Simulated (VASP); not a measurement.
```cif
data_BrCs
_chemical_formula_sum 'Cs1 Br1'
_space_group_name_H-M_alt 'P 1'
_space_group_IT_number 1
_cell_length_a 4.35343
_cell_length_b 4.35343
_cell_length_c 4.35343
_cell_angle_alpha 90.000
_cell_angle_beta 90.000
_cell_angle_gamma 90.000
loop_
_space_group_symop_operation_xyz
  'x, y, z'
loop_
_atom_site_label
_atom_site_type_symbol
_atom_site_fract_x
_atom_site_fract_y
_atom_site_fract_z
_atom_site_occupancy
Cs1 Cs 0.00000 0.00000 0.00000 1
Br1 Br 0.50000 0.50000 0.50000 1
```

Method: PBE0 hybrid, VASP's PBE PAW potentials (set 64) (plane waves; VASP). Run with 520 eV cut-off, 4×4×4 Γ-centred mesh, Gaussian smearing of 0.050 eV, potentials Cs_sv Br.

Give the energy at these volumes per atom, relative to the lowest: 38.52, 39.79, 41.06, 42.33, 43.60 Å³.

8.6, 2.3, 0.0, 1.1, 4.9 meV/atom. A third-order Birch-Murnaghan fit gives B0 = 13.3 GPa and B0′ = 5.2.

The compound is CsBr in the CsCl type structure. It was relaxed first. The cell's shape comes from a PBE relaxation.
